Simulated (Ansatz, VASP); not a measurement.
# Cross-check of Mg35Cu between VASP and Ansatz

Wanted: the spread between two codes on one cell, functional and k mesh. The structure shown is the end of the VASP relaxation below.

Main program and level: Ansatz 0.2.0; plane waves, with VASP 6.6.1 beside it; single point at PBEsol.

**1. The structure**

The cell holds 36 atoms: 1 Cu and 35 Mg. Its edges and angles: a = 9.551 Å, b = 9.551 Å, c = 10.221 Å, α = 90.0°, β = 90.0°, γ = 120.0°. It derives from Mg. Nearest the centre at fractional (0.000, 0.000, 0.000): Cu1 at 0.00 Å, Mg19 at 3.05 Å, Mg36 at 3.05 Å, Mg20 at 3.05 Å, Mg35 at 3.05 Å, Mg23 at 3.05 Å, Mg24 at 3.05 Å, Mg3 at 3.10 Å.

**2. VASP: relaxation, PBEsol**

This run makes the geometry at which the two programs are then compared.

Lines of VASP's logs that name or quote its potential files are left out, and so is its time.

INCAR

```
SYSTEM = Mg35Cu
PREC = Normal
ENCUT = 300
EDIFF = 1E-05
NELM = 120
ISMEAR = 1
SIGMA = 0.2
LREAL = Auto
ALGO = Fast
GGA = PS
NBANDS = 68
ISPIN = 2
MAGMOM = 0.6 0 0 0 0 0 0 0 0 0 0 0 0 0 0 0 0 0 0.6 0.6 0 0 0.6 0 0 0 0 0 0 0 0 0 0 0 0 0
LASPH = .TRUE.
LMAXMIX = 4
LORBIT = 11
LWAVE = .FALSE.
LCHARG = .TRUE.
KPAR = 4
IBRION = 2
NSW = 50
ISIF = 2
EDIFFG = -0.03
POTIM = 0.4
MAXMIX = 40
ISYM = 2
```

POSCAR

```
Mg35Cu
1.0
    9.5507405628      0.0000000000      0.0000000000
   -4.7753702814      8.2711839522      0.0000000000
    0.0000000000      0.0000000000     10.2209445440
Cu Mg
1 35
Direct
    0.0000000000      0.0000000000      0.0000000000
    0.0000000000      0.0000000000      0.5000000000
    0.0000000000      0.3333333300      0.0000000000
    0.0000000000      0.3333333300      0.5000000000
    0.0000000000      0.6666666700      0.0000000000
    0.0000000000      0.6666666700      0.5000000000
    0.3333333300      0.0000000000      0.0000000000
    0.3333333300      0.0000000000      0.5000000000
    0.3333333300      0.3333333300      0.0000000000
    0.3333333300      0.3333333300      0.5000000000
    0.3333333300      0.6666666700      0.0000000000
    0.3333333300      0.6666666700      0.5000000000
    0.6666666700      0.0000000000      0.0000000000
    0.6666666700      0.0000000000      0.5000000000
    0.6666666700      0.3333333300      0.0000000000
    0.6666666700      0.3333333300      0.5000000000
    0.6666666700      0.6666666700      0.0000000000
    0.6666666700      0.6666666700      0.5000000000
    0.1111111100      0.2222222200      0.2500000000
    0.1111111100      0.2222222200      0.7500000000
    0.1111111100      0.5555555600      0.2500000000
    0.1111111100      0.5555555600      0.7500000000
    0.1111111100      0.8888888900      0.2500000000
    0.1111111100      0.8888888900      0.7500000000
    0.4444444400      0.2222222200      0.2500000000
    0.4444444400      0.2222222200      0.7500000000
    0.4444444400      0.5555555600      0.2500000000
    0.4444444400      0.5555555600      0.7500000000
    0.4444444400      0.8888888900      0.2500000000
    0.4444444400      0.8888888900      0.7500000000
    0.7777777800      0.2222222200      0.2500000000
    0.7777777800      0.2222222200      0.7500000000
    0.7777777800      0.5555555600      0.2500000000
    0.7777777800      0.5555555600      0.7500000000
    0.7777777800      0.8888888900      0.2500000000
    0.7777777800      0.8888888900      0.7500000000
```

KPOINTS

```
Automatic mesh
0
Gamma
4 4 4
0 0 0
```

The projector-augmented-wave data sets are Cu and Mg (PBE family, release 64).

The run is started by

```console
$ mpirun -np 4 vasp_std
```

Numbers of over 12 decimals in the logs are rounded to 6 here.

Output:

```text
[banner, memory and clock lines left out]
running    4 mpi-ranks, on    1 nodes
[...]
|                                                                             |
|               ----> ADVICE to this user running VASP <----                  |
|                                                                             |
|     You enforced a specific xc type in the INCAR file but a different       |
|     [... a line on the potential file left out ...]
|     I HOPE YOU KNOW WHAT YOU ARE DOING!                                     |
|                                                                             |

 LDA part: xc-table for (Slater+PW92), standard interpolation
 POSCAR, INCAR and KPOINTS ok, starting setup
[...]
entering main loop
       N       E                     dE             d eps       ncg     rms          rms(c)
DAV:   1     0.827761077336E+02    0.82776E+02   -0.16824E+04  9792   0.569E+02
DAV:   2    -0.557141670035E+02   -0.13849E+03   -0.11922E+03 10200   0.907E+01
DAV:   3    -0.649393059033E+02   -0.92251E+01   -0.85193E+01 12600   0.264E+01
DAV:   4    -0.652688758143E+02   -0.32957E+00   -0.32458E+00 12332   0.507E+00
[...]
RMM:  14    -0.639788482726E+02   -0.26402E-04   -0.45493E-04 10024   0.655E-02    0.124E-02
RMM:  15    -0.639788620174E+02   -0.13745E-04   -0.95041E-05  8853   0.328E-02    0.136E-02
RMM:  16    -0.639788618814E+02    0.13594E-06   -0.18366E-05  7103   0.192E-02
   1 F= -.63978862E+02 E0= -.63967514E+02  d E =-.639789E+02  mag=     0.0030
[... from here on, the cycles between the ionic steps are left out ...]
   2 F= -.64017448E+02 E0= -.64005895E+02  d E =-.385857E-01  mag=     0.0014
   3 F= -.64101289E+02 E0= -.64089346E+02  d E =-.122427E+00  mag=    -0.0003
   4 F= -.64122664E+02 E0= -.64111174E+02  d E =-.143802E+00  mag=     0.0003
   5 F= -.64137812E+02 E0= -.64125933E+02  d E =-.158950E+00  mag=    -0.0003
   6 F= -.64142106E+02 E0= -.64130227E+02  d E =-.429416E-02  mag=    -0.0000
   7 F= -.64146000E+02 E0= -.64134143E+02  d E =-.818797E-02  mag=    -0.0002
[...]
reached required accuracy - stopping structural energy minimisation
```

OUTCAR, selected parts (step 2):

```text
  Total       -3.3773165     -3.3830106     -5.2895977     -0.0049447     -0.0000045     -0.0000054
  in kB       -6.7017247     -6.7130237    -10.4963297     -0.0098120     -0.0000088     -0.0000107
  external PRESSURE =      -7.9703593 kB  Pullay stress =       0.0000000 kB

 POSITION                                       TOTAL-FORCE (eV/Angst)
 -----------------------------------------------------------------------------------
      0.00000      0.00000      0.00001        -0.000018      0.000001     -0.000008
     -4.77537      8.27118      5.11047        -0.000020      0.000009      0.000003
      7.98493      2.67634     10.22094        -0.000500      0.005967     -0.000001
     -1.57668      2.75018      5.11047        -0.000196      0.010501      0.000001
      6.31024      5.57698     10.22094         0.004978     -0.003382     -0.000002
     -3.18198      5.53065      5.11047         0.008998     -0.005428      0.000000
      3.10068      0.01786      0.00000         0.005419     -0.002620     -0.000003
     -1.60531      8.26153      5.11047         0.009203     -0.005080      0.000003
      1.56583      2.67638     10.22094         0.000438      0.005844     -0.000001
      1.57667      2.75018      5.11047         0.000208      0.010459     -0.000000
     -0.00003      5.51414     10.22094         0.000044     -0.000023     -0.000000
     -0.00000      5.51412      5.11047        -0.000029      0.000020      0.000001
      6.45006      0.01786     10.22094        -0.005416     -0.002555      0.000001
      1.60530      8.26154      5.11047        -0.009193     -0.005084      0.000001
[...]
-----------------------------------------------------------------------------------
    total drift:                               -0.000038      0.000021     -0.000001

  FREE ENERGIE OF THE ION-ELECTRON SYSTEM (eV)
  ---------------------------------------------------
  free  energy   TOTEN  =       -64.1460000641 eV

  energy  without entropy=      -64.1104288827  energy(sigma->0) =      -64.13414300

 reached required accuracy - stopping structural energy minimisation

 magnetization (x)
# of ion       s       p       d       tot
------------------------------------------
    1       -0.000  -0.000  -0.000  -0.000
    2       -0.000  -0.000  -0.000  -0.000
    3        0.000   0.000  -0.000   0.000
    4       -0.000  -0.000  -0.000  -0.000
    5        0.000   0.000  -0.000   0.000
    6       -0.000  -0.000  -0.000  -0.000
    7        0.000   0.000  -0.000   0.000
    8       -0.000  -0.000  -0.000  -0.000
    9        0.000   0.000  -0.000   0.000
   10       -0.000  -0.000  -0.000  -0.000
   11       -0.000  -0.000  -0.000  -0.000
   12       -0.000  -0.000  -0.000  -0.000
   13        0.000   0.000  -0.000   0.000
[...]
--------------------------------------------------
tot         -0.000  -0.000  -0.000  -0.000

[... 1 further part left out ...]
```

(Part 1 of 2 ends here.)

[Lines on the potential files, build, host, timing and source positions are cut from VASP's logs without a mark.]

[Logs are printed without paths, hosts, clocks, repeated set-up lines and the standing remarks that a program may print on its own settings, such as how far it seeks lower states.]

[Hosts, paths, dates, database ids (printed as entryN), source tags and the programs' standing remarks are cut or masked in the printed files.]
